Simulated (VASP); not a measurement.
## Lattice of ZnO (zincite) across functionals and dispersion corrections

Aim: relax ZnO (zincite) at several levels and hold each cell against experiment. The levels: PBE, LDA, r2SCAN and PBE + D3(BJ). LASPH is on for some levels and off for others; the table marks which. The start is a cell from a database of measured crystal structures.

Program: VASP 6.6.1. Level of theory: PBE; plane waves and PAW (Zn, O), in the first sound run; inputs show where later runs differ. Results are calculated unless marked as measured.

**Measured values to reproduce.**

For ZnO, wurtzite (polycrystalline, from oxalate precursor, 298 K), “Local structures of polar wurtzites Zn1-xMgxO studied by Raman and 67Zn/25Mg NMR spectroscopies and by total neutron scattering” (2008, arxiv:0808.0492) gives, by time-of-flight neutron powder diffraction: lattice constant a (a, Rietveld) 3.24945 ± 1e-05 Å; lattice constant c (c, Rietveld) 5.20574 ± 3e-05 Å.

## (1) Set-up

Before any relaxation, the start is as follows. Symmetry: P6_3mc, No. 186, hexagonal system. The conventional cell has a = 3.249 Å, b = 3.249 Å, c = 5.206 Å, α = 90.00°, β = 90.00°, γ = 120.00°. Zn has 4 O at 1.97 to 1.98 Å nearest. Nearest to O lie 4 Zn at 1.97 to 1.98 Å. Farther neighbours and most contacts between anions are not listed.

Structure file:

```xyz
4
Lattice="3.2493 0.0000 0.0000 -1.6247 2.8140 0.0000 0.0000 0.0000 5.2057" Properties=species:S:1:pos:R:3 pbc="T T T"
Zn    0.0000    1.8760    2.6029
Zn    1.6247    0.9380    0.0000
O     1.6247    0.9380    1.9730
O     0.0000    1.8760    4.5759
```

## (2) Relaxation with PBE

Properties are meant for the cell that this level of theory prefers, so cell and atoms are relaxed first (ISIF = 3) until forces and stress are small; EDIFFG sets the threshold. PBE, the usual starting point, adds the gradient of the density.

The input, INCAR:

```
SYSTEM = ZnO
PREC = Accurate
ENCUT = 560
EDIFF = 1E-06
NELM = 100
ISMEAR = -1
SIGMA = 0.05
LREAL = .FALSE.
ALGO = Normal
GGA = PE
NBANDS = 24
LORBIT = 11
LWAVE = .FALSE.
LCHARG = .FALSE.
KPAR = 2
IBRION = 2
NSW = 60
ISIF = 3
EDIFFG = -0.01
```

The input, POSCAR:

```
ZnO
1.0
    3.2493080000      0.0000000000      0.0000000000
   -1.6246540000      2.8139832727      0.0000000000
    0.0000000000      0.0000000000      5.2057090000
Zn O
2 2
Direct
    0.3333333333      0.6666666667      0.5000000000
    0.6666666667      0.3333333333      0.0000000000
    0.6666666667      0.3333333333      0.3790100000
    0.3333333333      0.6666666667      0.8790100000
```

The input, KPOINTS:

```
Automatic mesh
0
Gamma
8 8 5
0 0 0
```

PAW data sets: Zn and O (PBE family, release 64).

Started as:

```
mpirun -np 2 vasp_std
```

Output:

```text
[banner, memory and clock lines left out]
running    2 mpi-ranks, on    1 nodes
 distrk:  each k-point on    1 cores,    2 groups
 distr:  one band on    1 cores,    1 groups

 POSCAR found type information on POSCAR ZnO
 POSCAR found :  2 types and       4 ions
 LDA part: xc-table for (Slater+PW92), standard interpolation
 POSCAR, INCAR and KPOINTS ok, starting setup
 FFT: planning ... GRIDC
 FFT: planning ... GRID_SOFT
 FFT: planning ... GRID
 WAVECAR not read
 entering main loop
       N       E                     dE             d eps       ncg     rms          rms(c)
DAV:   1     0.298488915314E+03    0.29849E+03   -0.19584E+04  1448   0.231E+03
DAV:   2     0.792050707354E+01   -0.29057E+03   -0.27576E+03  1568   0.441E+02
DAV:   3    -0.206052152272E+02   -0.28526E+02   -0.28323E+02  1624   0.144E+02
DAV:   4    -0.210619228244E+02   -0.45671E+00   -0.45644E+00  1744   0.192E+01
DAV:   5    -0.210647378366E+02   -0.28150E-02   -0.28150E-02  1584   0.141E+00    0.147E+01
DAV:   6    -0.176744322694E+02    0.33903E+01   -0.90471E+00  2512   0.667E+01    0.907E+00
DAV:   7    -0.178526556236E+02   -0.17822E+00   -0.27011E+00  1488   0.182E+01    0.537E+00
DAV:   8    -0.178670942187E+02   -0.14439E-01   -0.60099E-01  2160   0.781E+00    0.165E+00
DAV:   9    -0.178158733612E+02    0.51221E-01   -0.12464E-01  2232   0.663E+00    0.307E-01
DAV:  10    -0.178188557765E+02   -0.29824E-02   -0.43432E-02  1456   0.145E+00    0.146E-01
DAV:  11    -0.178188447559E+02    0.11021E-04   -0.99202E-04  2008   0.356E-01    0.295E-02
DAV:  12    -0.178188991996E+02   -0.54444E-04   -0.82795E-05  1760   0.119E-01    0.308E-02
DAV:  13    -0.178188945678E+02    0.46317E-05   -0.22588E-05  1912   0.971E-02    0.107E-02
DAV:  14    -0.178188937475E+02    0.82033E-06   -0.95822E-06  1680   0.371E-02
   1 F= -.17818894E+02 E0= -.17818891E+02  d E =-.178189E+02
 curvature:   0.00 expect dE= 0.000E+00 dE for cont linesearch  0.000E+00
 trial: gam= 0.00000 g(F)=  0.108E-02 g(S)=  0.114E+00 ort = 0.000E+00 (trialstep = 0.100E+01)
 search vector abs. value=  0.115E+00
 bond charge predicted
       N       E                     dE             d eps       ncg     rms          rms(c)
DAV:   1    -0.193486057859E+02   -0.15297E+01   -0.22570E+01  1688   0.921E+01    0.890E+00
DAV:   2    -0.180238996543E+02    0.13247E+01   -0.42855E+00  1872   0.364E+01    0.338E+00
DAV:   3    -0.178959674432E+02    0.12793E+00   -0.15036E-01  1888   0.113E+01    0.197E+00
DAV:   4    -0.178488773788E+02    0.47090E-01   -0.64733E-02  2112   0.346E+00    0.258E-01
DAV:   5    -0.178485106416E+02    0.36674E-03   -0.10590E-02  1544   0.888E-01    0.549E-02
DAV:   6    -0.178485281645E+02   -0.17523E-04   -0.16712E-04  1992   0.263E-01    0.331E-02
DAV:   7    -0.178485484864E+02   -0.20322E-04   -0.96856E-05  2192   0.200E-01    0.190E-02
DAV:   8    -0.178485460542E+02    0.24323E-05   -0.52390E-05  1552   0.145E-01    0.268E-03
DAV:   9    -0.178485462132E+02   -0.15906E-06   -0.13121E-06  1144   0.138E-02
   2 F= -.17848546E+02 E0= -.17848540E+02  d E =-.296525E-01
[...]
3 F= -.17856919E+02 E0= -.17856915E+02  d E =-.380257E-01
[...]
4 F= -.17856908E+02 E0= -.17856904E+02  d E =-.380142E-01
[...]
5 F= -.17856960E+02 E0= -.17856955E+02  d E =-.519601E-04
[...]
6 F= -.17856970E+02 E0= -.17856965E+02  d E =-.617846E-04
 curvature:  -0.72 expect dE=-0.437E-04 dE for cont linesearch -0.149E-07
 trial: gam= 0.45958 g(F)=  0.352E-04 g(S)=  0.253E-04 ort = 0.129E-05 (trialstep = 0.104E+01)
 search vector abs. value=  0.787E-04
 bond charge predicted
       N       E                     dE             d eps       ncg     rms          rms(c)
DAV:   1    -0.178573696548E+02   -0.39974E-03   -0.17159E-02  1696   0.155E+00    0.146E-01
DAV:   2    -0.178570697559E+02    0.29990E-03   -0.16746E-03  1904   0.700E-01    0.556E-02
DAV:   3    -0.178570331883E+02    0.36568E-04   -0.33859E-05  2008   0.132E-01    0.321E-02
DAV:   4    -0.178570179883E+02    0.15200E-04   -0.24513E-05  1936   0.547E-02    0.499E-03
DAV:   5    -0.178570178764E+02    0.11196E-06   -0.31597E-06  1384   0.170E-02
   7 F= -.17857018E+02 E0= -.17857013E+02  d E =-.481926E-04
 trial-energy change:   -0.000048  1 .order   -0.000050   -0.000063   -0.000037
 step:   2.5299(harm=  2.5299)  dis= 0.00182  next Energy=   -17.857047 (dE=-0.772E-04)
 reached required accuracy - stopping structural energy minimisation
```

The job ended after 35 s (2 MPI ranks of Intel Xeon 6975P-C (Granite Rapids), shared host; peak memory 0.35 GiB).

Lines that name or quote the potential files are left out of all logs, and their timing lines are given in words.

OUTCAR, selected parts (step 2):

```text
ion  position               nearest neighbor table
   1  0.333  0.667  0.500-   4 1.97   3 1.98   3 1.98   3 1.98
   2  0.667  0.333  0.000-   3 1.97   4 1.98   4 1.98   4 1.98
   3  0.667  0.333  0.379-   2 1.97   1 1.98   1 1.98   1 1.98
   4  0.333  0.667  0.879-   1 1.97   2 1.98   2 1.98   2 1.98

  LATTYP: Found a hexagonal cell.
 ALAT       =     3.2493080000
 C/A-ratio  =     1.6020977390

 Subroutine GETGRP returns: Found 12 space group operations
 (whereof  6 operations were pure point group operations)

The static configuration has the point symmetry C_3v.
 The point group associated with its full space group is C_6v.

 Found     30 irreducible k-points:

   k-points           NKPTS =     30   k-points in BZ     NKDIM =     30   number of bands    NBANDS=     24

   dimension x,y,z NGX =    28 NGY =   28 NGZ =   40
   dimension x,y,z NGXF=    56 NGYF=   56 NGZF=   80

   ENCUT  =  560.0 eV  41.16 Ry    6.42 a.u.   6.27  6.27 10.04*2*pi/ulx,y,z

   NELECT =      36.0000    total number of electrons

 k-points in reciprocal lattice and weights: Automatic mesh
   0.00000000  0.00000000  0.00000000       0.003
   0.12500000  0.00000000  0.00000000       0.019
   0.25000000  0.00000000  0.00000000       0.019
   0.37500000  0.00000000  0.00000000       0.019
   0.50000000  0.00000000  0.00000000       0.009
   0.12500000  0.12500000  0.00000000       0.019
   0.25000000  0.12500000  0.00000000       0.038
   0.37500000  0.12500000  0.00000000       0.038
   0.25000000  0.25000000  0.00000000       0.019
[...]
0.25000000  0.25000000  0.40000000       0.038
   0.37500000  0.25000000  0.40000000       0.038

 average (electrostatic) potential at core
       1 -36.1258       2 -36.1258       3 -73.3801       4 -73.3801

 E-fermi :   1.2303

 k-point     1 :       0.0000    0.0000    0.0000
  band No.  band energies     occupation
    ...
     14       0.0907      2.00000
     15       0.0907      2.00000
     16       0.7573      1.99984
     17       0.8340      1.99928
     18       0.8340      1.99928
     19       1.5507      0.00329
     20       5.8923      0.00000
     21       8.8870      0.00000
     22      13.5127      0.00000
     23      13.5127      0.00000
    ...

 k-point     2 :       0.1250    0.0000    0.0000
  band No.  band energies     occupation
    ...
     14      -0.4483      2.00000
     15      -0.1033      2.00000
     16       0.0265      2.00000
     17       0.6595      1.99998
     18       0.7293      1.99991
     19       2.5620      0.00000
     20       6.4934      0.00000
     21       8.8912      0.00000
     22      12.1501      0.00000
     23      13.6468      0.00000
    ...

 k-point     3 :       0.2500    0.0000    0.0000
  band No.  band energies     occupation
    ...
     14      -1.5684      2.00000
     15      -0.8613      2.00000
     16      -0.5720      2.00000
     17       0.3582      2.00000
     18       0.4612      2.00000
     19       3.9921      0.00000
     20       7.6466      0.00000
     21       8.8707      0.00000
     22      10.3278      0.00000
     23      12.1809      0.00000
    ...

  Total        0.0122808      0.0122808      0.0141802      0.0000000      0.0000000      0.0000000
  in kB        0.3962185      0.3962185      0.4574983      0.0000000      0.0000000      0.0000000
  external PRESSURE =       0.4166451 kB  Pullay stress =       0.0000000 kB

  energy-cutoff  :      560.00
  volume of cell :       49.66
      direct lattice vectors                 reciprocal lattice vectors
     3.288512529 -0.000000000  0.000000000     0.304088852  0.175565781 -0.000000000
    -1.644256265  2.847935391  0.000000000     0.000000000  0.351131561  0.000000000
     0.000000000 -0.000000000  5.302398439    -0.000000000 -0.000000000  0.188593900

 POSITION                                       TOTAL-FORCE (eV/Angst)
 -----------------------------------------------------------------------------------
     -0.00000      1.89862      2.64970         0.000000     -0.000000      0.008343
      1.64426      0.94931      5.30090         0.000000     -0.000000      0.008343
      1.64426      0.94931      2.01116        -0.000000      0.000000     -0.008343
     -0.00000      1.89862      4.66236        -0.000000      0.000000     -0.008343
 -----------------------------------------------------------------------------------
    total drift:                                0.000000      0.000001     -0.000314

  FREE ENERGIE OF THE ION-ELECTRON SYSTEM (eV)
  ---------------------------------------------------
  free  energy   TOTEN  =       -17.8570178764 eV

  energy  without entropy=      -17.8570088583  energy(sigma->0) =      -17.85701337

 reached required accuracy - stopping structural energy minimisation

 total charge
# of ion       s       p       d       tot
------------------------------------------
    1        0.446   0.452   9.890  10.788
    2        0.446   0.452   9.890  10.788
    3        1.549   3.436   0.000   4.984
    4        1.549   3.436   0.000   4.984
--------------------------------------------------
tot          3.990   7.776  19.780  31.545

[... 3 further parts left out ...]
```

The gap is read on the k-mesh alone, so it is an upper bound where the band edges lie off the mesh, and a coarse mesh can show a gap where there is none. The run keeps the 12 symmetry operations of its start, so it cannot find a distortion of lower symmetry.

Relaxation path:

```csv
step,energy less that of the first step (eV),largest force (eV/Å),pressure (GPa),volume (Å³)
1,0.0000,0.0749,5.92,47.60
2,-0.0297,0.0291,-2.54,50.69
3,-0.0380,0.0035,-0.03,49.67
4,-0.0380,0.0022,0.05,49.63
5,-0.0381,0.0104,0.18,49.62
6,-0.0381,0.0135,0.09,49.61
7,-0.0381,0.0083,0.04,49.66
```

```csv
"conventional cell, symmetrised",before,after,change
a (Å),3.249,3.289,+1.2 %
b (Å),3.249,3.289,+1.2 %
c (Å),5.206,5.302,+1.9 %
volume (Å³/atom),11.90,12.41,+4.3 %
```

The relaxed structure:

```xyz
4
Lattice="3.2885 0.0000 0.0000 -1.6443 2.8479 0.0000 0.0000 0.0000 5.3024" Properties=species:S:1:pos:R:3 pbc="T T T"
Zn    0.0000    1.8986    2.6497
Zn    1.6443    0.9493   -0.0015
O     1.6443    0.9493    2.0112
O     0.0000    1.8986    4.6624
```

This step gave:

```yaml
electrons: 36
bands: 24
irreducible_k_points: 30
symmetry_operations: 12
free_energy_toten: -17.86 eV
fermi_energy: 1.230 eV
pressure: 0.04166 GPa
metallic_judged_on_the_points_sampled: no
valence_top_at_k: 0, 0, 0
conduction_bottom_at_k: 0, 0, 0
least_direct_gap_at_k: 0, 0, 0
scf_cycles_over_all_ionic_steps: 50
gap_on_the_k_mesh: 0.7167 eV
least_direct_gap_on_the_k_mesh: 0.7167 eV
```

It ends with a largest force of 0.008 eV/Å and a pressure of 0.04 GPa. The volume lies +4.3 % from that of the database's start. The conventional cell has a = 3.289 and c = 5.302 Å.

[end of part 1 of 3]

[Lines on the potential files, build, host, timing and source positions are cut from VASP's logs without a mark.]

[Logs are printed without paths, hosts, clocks, repeated set-up lines and the standing remarks that a program may print on its own settings, such as how far it seeks lower states.]

[Hosts, paths, dates, database ids (printed as entryN), source tags and the programs' standing remarks are cut or masked in the printed files.]

[A measured line is paired with the nearest computed mode of its activity, which favours agreement.]

[In band tables of VASP the shares of atoms and orbitals are scaled to a sum of 1 inside the atoms' spheres.]
